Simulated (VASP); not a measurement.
Crystal: Zr.

```
Zr
1.0
     3.23200    0.00000    0.00000
    -1.61600    2.79899    0.00000
     0.00000    0.00000    5.14700
Zr
2
Direct
  0.33333 0.66667 0.25000
  0.66667 0.33333 0.75000
```

```yaml
Program: VASP 6.6.1
Task: relaxation of cell and atoms
Functional: PBEsol
Potentials_or_basis: VASP PAW PBE potentials, release 64 (Zr_sv)
Cutoff: 600 eV
k_mesh: 15 × 15 × 7
Occupations: methfessel-paxton, width 0.1 eV
Spin: no spin polarisation
```

At the start: pressure -3.3 GPa; volume 23.28 Å³/atom.

Q: Where does the relaxation end?

A: Over 7 steps the energy falls by 8.5 meV/atom and the volume is 22.47 Å³/atom (-3.5 %); space group P6_3/mmc (No. 194, to 0.05 Å).

Step by step:
| step | energy change (eV) | largest force (eV/Å) | pressure (GPa) | volume (Å³) |
| --- | --- | --- | --- | --- |
| 1 | 0.0000 | 0.0000 | -3.27 | 46.56 |
| 2 | 0.0005 | 0.0000 | 3.70 | 43.44 |
| 3 | -0.0167 | 0.0000 | 0.00 | 44.98 |
| 4 | -0.0167 | 0.0000 | 0.06 | 44.95 |
| 5 | -0.0170 | 0.0000 | 0.05 | 44.94 |
| 6 | -0.0171 | 0.0000 | 0.05 | 44.94 |
| 7 | -0.0171 | 0.0000 | 0.05 | 44.94 |

Final structure:
```
CELL_PARAMETERS angstrom
3.18554 0.00000 0.00000
-1.59277 2.75876 0.00000
0.00000 0.00000 5.11353
ATOMIC_POSITIONS crystal
Zr 0.33333 0.66667 0.25000
Zr 0.66667 0.33333 0.75000
```

Caveat: the PAW data sets were made with another functional, which shifts forces and pressure a little.
